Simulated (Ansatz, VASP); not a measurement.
# Pd2Au (Pd-Au-Pd stack, (100) layers) in two plane-wave programs, part 2 of 2

Aim: how closely do two programs agree when they are given the same cell, functional and k mesh? The cell is taken from a series of runs on this material, whose earlier steps may have relaxed, scaled, displaced or heated it; both programs get it as it stands.

VASP 6.6.1 and Ansatz 0.2.0.

So far: The structure; Ansatz: zone-centre phonons, PBE.

## 3. VASP: zone-centre phonons, PBE

Level of this step: PBE; plane waves and PAW (Pd, Au) (VASP).

The same cell, functional, mesh and smearing now go to VASP, with its own data sets.

Lines of VASP's logs that name or quote its potential files are left out, and so is its time.

INCAR reads:

```
SYSTEM = Pd2Au
PREC = Accurate
ENCUT = 500
EDIFF = 1E-08
NELM = 120
ISMEAR = 1
SIGMA = 0.2
LREAL = .FALSE.
ALGO = Normal
GGA = PE
NBANDS = 21
LASPH = .TRUE.
LORBIT = 11
LWAVE = .FALSE.
LCHARG = .FALSE.
ISIF = 2
IBRION = 8
GGA_COMPAT = .FALSE.
NELMDL = -8
KPAR = 2
```

POSCAR reads:

```
Pd2Au
1.0
    2.7401781674      0.0000000000      0.0000000000
    0.0000000000      2.7401781674      0.0000000000
    0.0000000000      0.0000000000     31.9599997232
Pd Au
2 1
Direct
    0.0000000000      0.0000000000      0.1698549344
    0.0000000000      0.0000000000      0.3019848694
    0.5000000000      0.5000000000      0.2359199019
```

KPOINTS reads:

```
Automatic mesh
0
Gamma
6 6 1
0 0 0
```

Potentials, in the order of the species: Pd and Au (PBE family, release 64).

Run with:

```console
> mpirun -np 2 vasp_std
```

Numbers of over 12 decimals in the logs are rounded to 6 here.

The program printed:

```text
[banner, memory and clock lines left out]
running    2 mpi-ranks, on    1 nodes
 distrk:  each k-point on    1 cores,    2 groups
 distr:  one band on    1 cores,    1 groups

 POSCAR found type information on POSCAR PdAu
 POSCAR found :  2 types and       3 ions
 LDA part: xc-table for (Slater+PW92), standard interpolation
 POSCAR, INCAR and KPOINTS ok, starting setup
 FFT: planning ... GRIDC
 FFT: planning ... GRID_SOFT
 FFT: planning ... GRID
 WAVECAR not read
 entering main loop
       N       E                     dE             d eps       ncg     rms          rms(c)
DAV:   1     0.205642026700E+03    0.20564E+03   -0.11348E+04   420   0.109E+03
DAV:   2    -0.314316958464E+01   -0.20879E+03   -0.19951E+03   599   0.226E+02
DAV:   3    -0.130685614601E+02   -0.99254E+01   -0.94182E+01   495   0.541E+01
DAV:   4    -0.132274905932E+02   -0.15893E+00   -0.15142E+00   521   0.711E+00
DAV:   5    -0.132318163166E+02   -0.43257E-02   -0.42741E-02   499   0.101E+00
DAV:   6    -0.132320308456E+02   -0.21453E-03   -0.21451E-03   579   0.207E-01
DAV:   7    -0.132320410422E+02   -0.10197E-04   -0.10196E-04   536   0.379E-02
DAV:   8    -0.132320415228E+02   -0.48058E-06   -0.48074E-06   555   0.759E-03    0.115E+01
DAV:   9    -0.125921679725E+02    0.63987E+00   -0.57953E+00   445   0.288E+01    0.111E+01
DAV:  10    -0.123163680347E+02    0.27580E+00   -0.10201E+00   435   0.112E+01    0.583E+00
DAV:  11    -0.122857289439E+02    0.30639E-01   -0.11674E-01   438   0.198E+00    0.180E+00
DAV:  12    -0.122758384664E+02    0.98905E-02   -0.33387E-02   440   0.160E+00    0.406E-01
DAV:  13    -0.122744320801E+02    0.14064E-02   -0.27777E-03   470   0.597E-01    0.113E-01
DAV:  14    -0.122740437465E+02    0.38833E-03   -0.72246E-04   465   0.323E-01    0.389E-02
[...]
DAV:  22    -0.122743081954E+02   -0.14985E-04   -0.71473E-07   417   0.239E-03    0.439E-04
DAV:  23    -0.122743133645E+02   -0.51691E-05   -0.24867E-07   381   0.134E-03    0.158E-04
DAV:  24    -0.122743155561E+02   -0.21916E-05   -0.32807E-08   368   0.438E-04    0.112E-04
DAV:  25    -0.122743171398E+02   -0.15837E-05   -0.32163E-08   356   0.355E-04    0.449E-05
DAV:  26    -0.122743175173E+02   -0.37749E-06   -0.24951E-09   323   0.155E-04    0.406E-05
DAV:  27    -0.122743176531E+02   -0.13583E-06   -0.81290E-10   300   0.114E-04    0.106E-05
DAV:  28    -0.122743176757E+02   -0.22564E-07   -0.18189E-10   285   0.381E-05    0.575E-06
DAV:  29    -0.122743176851E+02   -0.94074E-08   -0.17393E-11   260   0.275E-05
   1 F= -.12274318E+02 E0= -.12272729E+02  d E =-.476463E-02
 Linear response reoptimize wavefunctions to high precision
DAV:   1    -0.122743176859E+02   -0.76307E-09    0.58363E-11   285   0.959E-06
DAV:   2    -0.122743176858E+02    0.58208E-10    0.64823E-11   265   0.421E-06
 Linear response DOF=           4
 Linear response progress:
  Degree of freedom:   1/  4
       N       E                     dE             d eps       ncg     rms          rms(c)
RMM:   1    -0.245434261887E+00   -0.24543E+00   -0.22685E-01  1090   0.318E+00
RMM:   2    -0.245705819464E+00   -0.27156E-03   -0.32547E-03  1013   0.387E-01    0.671E-02
RMM:   3    -0.245560934092E+00    0.14489E-03   -0.65644E-05  1013   0.618E-02    0.393E-02
RMM:   4    -0.245418374597E+00    0.14256E-03   -0.70475E-05  1071   0.489E-02    0.638E-02
RMM:   5    -0.245361568057E+00    0.56807E-04   -0.18449E-05  1083   0.241E-02    0.916E-03
RMM:   6    -0.245344455388E+00    0.17113E-04   -0.77719E-07  1061   0.511E-03    0.414E-03
RMM:   7    -0.245319754320E+00    0.24701E-04   -0.64966E-07  1063   0.456E-03    0.377E-04
RMM:   8    -0.245318670100E+00    0.10842E-05    0.69661E-09  1084   0.871E-04    0.256E-04
RMM:   9    -0.245318077926E+00    0.59217E-06   -0.69427E-09  1089   0.294E-04    0.129E-04
RMM:  10    -0.245317389481E+00    0.68845E-06    0.71264E-09  1091   0.135E-04    0.424E-05
RMM:  11    -0.245317324424E+00    0.65056E-07   -0.31430E-09  1110   0.310E-05    0.980E-06
RMM:  12    -0.245317332605E+00   -0.81811E-08   -0.20323E-09  1110   0.129E-05    0.351E-06
 first order change of Fermi-energy  -0.66356E-03
 force on displaced ion       1 direction 1 :  -1.224   0.000  -0.000
 Linear response progress:
  Degree of freedom:   2/  4
       N       E                     dE             d eps       ncg     rms          rms(c)
RMM:   1    -0.302657265595E+00   -0.30266E+00   -0.24146E-01   699   0.329E+00
RMM:   2    -0.302518563999E+00    0.13870E-03   -0.40450E-03   640   0.427E-01    0.192E-01
RMM:   3    -0.303743572867E+00   -0.12250E-02   -0.49323E-04   666   0.132E-01    0.302E-01
RMM:   4    -0.303055374910E+00    0.68820E-03   -0.57360E-04   699   0.139E-01    0.146E-01
RMM:   5    -0.303217328816E+00   -0.16195E-03   -0.12693E-04   665   0.718E-02    0.291E-02
RMM:   6    -0.303216484985E+00    0.84383E-06   -0.11474E-05   671   0.211E-02    0.985E-03
RMM:   7    -0.303182406883E+00    0.34078E-04   -0.10820E-06   674   0.674E-03    0.547E-03
RMM:   8    -0.303138026801E+00    0.44380E-04   -0.68313E-07   676   0.524E-03    0.160E-03
RMM:   9    -0.303131887601E+00    0.61392E-05   -0.32509E-08   683   0.118E-03    0.414E-04
RMM:  10    -0.303131420529E+00    0.46707E-06   -0.10017E-08   698   0.387E-04    0.389E-04
RMM:  11    -0.303132355401E+00   -0.93487E-06   -0.15469E-08   725   0.440E-04    0.229E-04
RMM:  12    -0.303134762003E+00   -0.24066E-05   -0.34077E-08   726   0.325E-04    0.722E-05
RMM:  13    -0.303136170062E+00   -0.14081E-05   -0.82816E-08   744   0.201E-04    0.336E-05
RMM:  14    -0.303136498653E+00   -0.32859E-06   -0.14498E-07   745   0.982E-05    0.210E-05
RMM:  15    -0.303136365282E+00    0.13337E-06   -0.85199E-08   751   0.931E-05    0.127E-05
RMM:  16    -0.303136406055E+00   -0.40772E-07   -0.85563E-08   751   0.591E-05    0.546E-06
RMM:  17    -0.303136376173E+00    0.29881E-07   -0.39343E-08   691   0.253E-05    0.317E-06
RMM:  18    -0.303136355186E+00    0.20988E-07   -0.13545E-08   705   0.203E-05    0.176E-06
RMM:  19    -0.303136361097E+00   -0.59111E-08   -0.15327E-08   617   0.112E-05    0.104E-06
 first order change of Fermi-energy   0.24764E+00
 force on displaced ion       1 direction 3 :  -0.000  -0.000  -4.676
 Linear response progress:
  Degree of freedom:   3/  4
       N       E                     dE             d eps       ncg     rms          rms(c)
RMM:   1    -0.271985414906E+00   -0.27199E+00   -0.22544E-01  1190   0.317E+00
RMM:   2    -0.271138059622E+00    0.84736E-03   -0.25592E-03  1012   0.341E-01    0.976E-02
RMM:   3    -0.270559578184E+00    0.57848E-03   -0.37430E-04   977   0.100E-01    0.489E-02
RMM:   4    -0.270232144912E+00    0.32743E-03   -0.34942E-04  1005   0.901E-02    0.140E-02
RMM:   5    -0.270135583794E+00    0.96561E-04   -0.16420E-05   999   0.227E-02    0.430E-03
RMM:   6    -0.270087553714E+00    0.48030E-04   -0.28114E-06  1038   0.841E-03    0.124E-03
RMM:   7    -0.270080413227E+00    0.71405E-05   -0.17453E-07  1068   0.219E-03    0.815E-04
RMM:   8    -0.270066096573E+00    0.14317E-04   -0.34797E-08  1037   0.107E-03    0.960E-05
RMM:   9    -0.270065928911E+00    0.16766E-06   -0.12121E-09  1075   0.206E-04    0.487E-05
RMM:  10    -0.270065472810E+00    0.45610E-06    0.69150E-11  1088   0.587E-05    0.117E-05
RMM:  11    -0.270065367022E+00    0.10579E-06    0.74454E-10  1091   0.139E-05    0.618E-06
RMM:  12    -0.270065400866E+00   -0.33845E-07   -0.11317E-09  1081   0.625E-06    0.275E-06
RMM:  13    -0.270065446415E+00   -0.45549E-07   -0.21595E-09   990   0.436E-06    0.478E-07
RMM:  14    -0.270065447885E+00   -0.14696E-08   -0.46005E-09   581   0.145E-06    0.205E-07
 first order change of Fermi-energy  -0.36456E-04
 force on displaced ion       3 direction 1 :  -2.699   0.000   0.000
 Linear response progress:
  Degree of freedom:   4/  4
       N       E                     dE             d eps       ncg     rms          rms(c)
RMM:   1    -0.350902697365E+00   -0.35090E+00   -0.22237E-01   751   0.330E+00
RMM:   2    -0.348239635404E+00    0.26631E-02   -0.33988E-03   645   0.382E-01    0.175E-01
RMM:   3    -0.347912195432E+00    0.32744E-03   -0.39163E-04   652   0.106E-01    0.103E-01
RMM:   4    -0.347977131567E+00   -0.64936E-04   -0.38975E-04   663   0.111E-01    0.872E-02
RMM:   5    -0.347946026818E+00    0.31105E-04   -0.95657E-05   675   0.554E-02    0.768E-02
RMM:   6    -0.347848883558E+00    0.97143E-04   -0.42911E-05   668   0.405E-02    0.237E-02
RMM:   7    -0.347790551411E+00    0.58332E-04   -0.38086E-06   643   0.125E-02    0.146E-03
RMM:   8    -0.347773386654E+00    0.17165E-04   -0.14426E-07   663   0.237E-03    0.310E-04
RMM:   9    -0.347769912235E+00    0.34744E-05   -0.55025E-09   681   0.399E-04    0.131E-04
RMM:  10    -0.347767791639E+00    0.21206E-05   -0.44690E-09   690   0.139E-04    0.682E-05
RMM:  11    -0.347767345967E+00    0.44567E-06   -0.14863E-08   709   0.662E-05    0.526E-05
RMM:  12    -0.347767107294E+00    0.23867E-06   -0.58959E-08   711   0.459E-05    0.290E-05
RMM:  13    -0.347767064083E+00    0.43211E-07   -0.48234E-08   746   0.631E-05    0.205E-05
RMM:  14    -0.347767162246E+00   -0.98163E-07   -0.13809E-07   748   0.656E-05    0.674E-06
RMM:  15    -0.347767189787E+00   -0.27541E-07   -0.70536E-08   723   0.207E-05    0.581E-06
RMM:  16    -0.347767166451E+00    0.23336E-07   -0.18900E-08   681   0.227E-05    0.249E-06
RMM:  17    -0.347767165167E+00    0.12835E-08   -0.29301E-08   619   0.880E-06    0.127E-06
 first order change of Fermi-energy  -0.68638E-03
 force on displaced ion       3 direction 3 :   0.000  -0.000  -9.363
 Linear response finished
```

From OUTCAR (step 3):

```text
ion  position               nearest neighbor table
   1  0.000  0.000  0.170-   3 2.87   3 2.87   3 2.87   3 2.87
   2  0.000  0.000  0.302-   3 2.87   3 2.87   3 2.87   3 2.87
   3  0.500  0.500  0.236-   1 2.87   1 2.87   1 2.87   1 2.87   2 2.87   2 2.87   2 2.87   2 2.87

  LATTYP: Found a simple tetragonal cell.
 ALAT       =     2.7401781674
 C/A-ratio  =    11.6634750628

 Subroutine GETGRP returns: Found 16 space group operations
 (whereof  8 operations were pure point group operations)

The static configuration has the point symmetry C_4v.
 The point group associated with its full space group is D_4h.

 Found     10 irreducible k-points:

   k-points           NKPTS =     10   k-points in BZ     NKDIM =     10   number of bands    NBANDS=     21

   dimension x,y,z NGX =    20 NGY =   20 NGZ =  240
   dimension x,y,z NGXF=    40 NGYF=   40 NGZF=  480

   ENCUT  =  500.0 eV  36.75 Ry    6.06 a.u.   5.00  5.00 58.27*2*pi/ulx,y,z

   NELECT =      31.0000    total number of electrons

 k-points in reciprocal lattice and weights: Automatic mesh
   0.00000000  0.00000000  0.00000000       0.028
   0.16666667  0.00000000  0.00000000       0.111
   0.33333333  0.00000000  0.00000000       0.111
   0.50000000  0.00000000  0.00000000       0.056
   0.16666667  0.16666667  0.00000000       0.111
   0.33333333  0.16666667  0.00000000       0.222
   0.50000000  0.16666667  0.00000000       0.111
   0.33333333  0.33333333  0.00000000       0.111
   0.50000000  0.33333333  0.00000000       0.111
   0.50000000  0.50000000  0.00000000       0.028

 average (electrostatic) potential at core
       1 -81.7729       2 -81.7729       3 -75.4673

  Total        0.0461125      0.0461125     -0.1623315      0.0000000      0.0000000      0.0000000
  in kB        0.3078681      0.3078681     -1.0837994      0.0000000      0.0000000      0.0000000
  external PRESSURE =      -0.1560210 kB  Pullay stress =       0.0000000 kB

  energy-cutoff  :      500.00
  volume of cell :      239.97
      direct lattice vectors                 reciprocal lattice vectors
     2.740178167  0.000000000  0.000000000     0.364939774  0.000000000  0.000000000
     0.000000000  2.740178167  0.000000000     0.000000000  0.364939774  0.000000000
     0.000000000  0.000000000 31.959999723     0.000000000  0.000000000  0.031289112

 POSITION                                       TOTAL-FORCE (eV/Angst)
 -----------------------------------------------------------------------------------
      0.00000      0.00000      5.42856        -0.000000     -0.000000      0.033128
      0.00000      0.00000      9.65144        -0.000000      0.000000     -0.033128
      1.37009      1.37009      7.54000         0.000000     -0.000000     -0.000000
 -----------------------------------------------------------------------------------
    total drift:                                0.000000      0.000000     -0.000053

 Eigenvectors and eigenvalues of the dynamical matrix
 ----------------------------------------------------

   1 f  =    4.730518 THz    29.722723 2PiTHz  157.793107 cm-1    19.563843 meV
             X         Y         Z           dx          dy          dz
      0.000000  0.000000  5.428564     0.000000   -0.000000    0.490318
      0.000000  0.000000  9.651436     0.000000   -0.000000    0.490318
      1.370089  1.370089  7.540000    -0.000000    0.000000   -0.720539

   2 f  =    3.273570 THz    20.568446 2PiTHz  109.194535 cm-1    13.538391 meV
             X         Y         Z           dx          dy          dz
      0.000000  0.000000  5.428564     0.000000   -0.000000   -0.707107
      0.000000  0.000000  9.651436     0.000000    0.000000    0.707107
      1.370089  1.370089  7.540000    -0.000000   -0.000000    0.000000

   3 f  =    2.544113 THz    15.985134 2PiTHz   84.862477 cm-1    10.521601 meV
             X         Y         Z           dx          dy          dz
      0.000000  0.000000  5.428564    -0.001218   -0.491252    0.000000
      0.000000  0.000000  9.651436    -0.001218   -0.491252    0.000000
      1.370089  1.370089  7.540000     0.001783    0.719261    0.000000

   4 f  =    2.544113 THz    15.985134 2PiTHz   84.862477 cm-1    10.521601 meV
             X         Y         Z           dx          dy          dz
      0.000000  0.000000  5.428564     0.491252   -0.001218    0.000000
      0.000000  0.000000  9.651436     0.491252   -0.001218   -0.000000
      1.370089  1.370089  7.540000    -0.719261    0.001783    0.000000

   5 f  =    1.581141 THz     9.934603 2PiTHz   52.741191 cm-1     6.539071 meV
             X         Y         Z           dx          dy          dz
      0.000000  0.000000  5.428564     0.192201    0.680484   -0.000000
      0.000000  0.000000  9.651436    -0.192201   -0.680484    0.000000
      1.370089  1.370089  7.540000    -0.000000   -0.000000    0.000000

   6 f  =    1.581141 THz     9.934603 2PiTHz   52.741191 cm-1     6.539071 meV
             X         Y         Z           dx          dy          dz
      0.000000  0.000000  5.428564     0.680484   -0.192201    0.000000
      0.000000  0.000000  9.651436    -0.680484    0.192201   -0.000000
      1.370089  1.370089  7.540000    -0.000000   -0.000000   -0.000000

   7 f/i=    0.000903 THz     0.005673 2PiTHz    0.030116 cm-1     0.003734 meV
             X         Y         Z           dx          dy          dz
      0.000000  0.000000  5.428564     0.000000   -0.000000   -0.509498
      0.000000  0.000000  9.651436     0.000000   -0.000000   -0.509498
      1.370089  1.370089  7.540000     0.000000   -0.000000   -0.693414

   8 f/i=    0.005163 THz     0.032442 2PiTHz    0.172228 cm-1     0.021354 meV
             X         Y         Z           dx          dy          dz
      0.000000  0.000000  5.428564    -0.507671   -0.030654    0.000000
      0.000000  0.000000  9.651436    -0.507671   -0.030654    0.000000
      1.370089  1.370089  7.540000    -0.693475   -0.041873    0.000000

   9 f/i=    0.005163 THz     0.032442 2PiTHz    0.172228 cm-1     0.021354 meV
             X         Y         Z           dx          dy          dz
      0.000000  0.000000  5.428564     0.030654   -0.507671    0.000000
      0.000000  0.000000  9.651436     0.030654   -0.507671    0.000000
      1.370089  1.370089  7.540000     0.041873   -0.693475    0.000000

 ELASTIC MODULI CONTR FROM IONIC RELAXATION (kBar)
 Direction    XX          YY          ZZ          XY          YZ          ZX
 --------------------------------------------------------------------------------
 XX        -124.3117   -124.3117   -186.3501      0.0000      0.0000     -0.0000
 YY        -124.3117   -124.3117   -186.3501      0.0000      0.0000     -0.0000
 ZZ        -186.3501   -186.3501   -279.3492      0.0000      0.0000     -0.0000
 XY           0.0000      0.0000      0.0000      0.0000      0.0000      0.0000
 YZ           0.0000      0.0000      0.0000      0.0000    -47.9832      0.0000
 ZX          -0.0000     -0.0000     -0.0000      0.0000      0.0000    -13.0200
 --------------------------------------------------------------------------------
```

## 4. Comparison

Known differences besides the potentials themselves: Ansatz cuts the interaction across the vacuum, VASP repeats the sheet without a dipole correction; VASP's run holds the zone centre alone; the data sets hold 55 valence electrons in Ansatz (on its default PAW (the set named soft_2) files) and 31 in VASP; the cutoff is 420 eV in Ansatz and 500 eV in VASP. Total energies have different zeros and are not compared.

Both answers:

```csv
quantity,Ansatz,VASP,difference
optical mode 1 to 2 (cm⁻¹),52.6,52.7,-0.19 %
optical mode 3 to 4 (cm⁻¹),85.1,84.9,+0.29 %
optical mode 5 (cm⁻¹),109.4,109.2,+0.15 %
optical mode 6 (cm⁻¹),158.3,157.8,+0.30 %
```

Modes are paired by rising frequency, not by their patterns, so a pair may set unlike modes beside each other; they are those without the splitting of longitudinal modes. Where the cell holds vacuum, a pressure given here is an average over it and none of the material.

## 5. Outcome

| Quantity | Value |
| --- | --- |
| r.m.s. difference of the optical zone-centre modes, each program's sorted by frequency (zone-centre phonons, PBE) | 0.26 cm⁻¹ |

In words: The r.m.s. difference of the optical zone-centre modes, each program's sorted by frequency is 0.26 cm⁻¹ (zone-centre phonons, PBE). The data sets hold unlike numbers of valence electrons (55 in Ansatz and 31 in VASP), so part of the differences may come from the potentials. Such differences can come from data sets, numerical settings and the points named under the comparisons, not from the functional's error against experiment.

[Lines on the potential files, build, host, timing and source positions are cut from VASP's logs without a mark.]

[Logs are printed without paths, hosts, clocks, repeated set-up lines and the standing remarks that a program may print on its own settings, such as how far it seeks lower states.]

[Hosts, paths, dates, database ids (printed as entryN), source tags and the programs' standing remarks are cut or masked in the printed files.]
